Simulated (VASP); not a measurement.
Wanted: the native input for a VASP 6.6.1 run.

- Task: relaxation of cell and atoms
- Functional: r2SCAN
- Potentials or basis: VASP PAW PBE potentials, release 64 (As)
- Cutoff: 600 eV
- k mesh: 12 × 12 × 10
- Occupations: gaussian, width 0.03 eV
- Spin: no spin polarisation
- Further INCAR settings: ALGO = Normal; EDIFF = 1e-06; IBRION = 2; EDIFFG = -0.01; NSW = 90; ISIF = 3

The structure of As lies in POSCAR:

```
As
1.0
    1.8807968987      1.0858785957      3.5140619945
   -1.8807968987      1.0858785957      3.5140619945
    0.0000000000     -2.1717571915      3.5140619945
As
2
Direct
    0.7740000000      0.7740000000      0.7740000000
    0.2260000000      0.2260000000      0.2260000000
```

The input as run:

INCAR

```
PREC = Accurate
ENCUT = 600
EDIFF = 1E-6
ISMEAR = 0
SIGMA = 0.03
LREAL = F
LASPH = T
NELM = 80
ALGO = Normal
ISIF = 3
LWAVE = F
LCHARG = F
METAGGA = R2SCAN
LMIXTAU = T
IBRION = 2
NSW = 90
EDIFFG = -0.01
```

KPOINTS

```
regular mesh
0
Gamma
  12 12 10
```

Potentials or basis: VASP PAW PBE potentials, release 64 (As).

Launch:

```bash
$ cat potpaw_PBE.64/As/POTCAR > POTCAR
$ mpirun -np 1 vasp_std > vasp.out
```

It gave:

* Relaxed volume: 28.31 Å³/atom
* Relaxed cell: a = 5.485 Å, b = 5.485 Å, c = 5.485 Å, α = 38.19°, β = 38.19°, γ = 38.19°
* Space group after relaxing (to 0.05 Å): R-3m (No. 166)
* Energy gained by relaxing: 20.7 meV/atom
* Ionic steps: 32
* Pressure after relaxing: 0.0 GPa
* Largest force after relaxing: 0.003 eV/Å
* Band gap on the k mesh: 0.58 eV, indirect (least direct gap 1.22 eV)

Caveat: the volume moved by over 15 % at a fixed basis, so the end points are rough; the PAW data sets were made with another functional, which shifts forces and pressure a little; the volume moved by +32 % from the deposited cell, more than functionals usually miss.

It took 100 min on 1 thread of Intel(R) Xeon(R) 6975P-C (Granite Rapids) (shared host), peak memory 0.41 GiB.
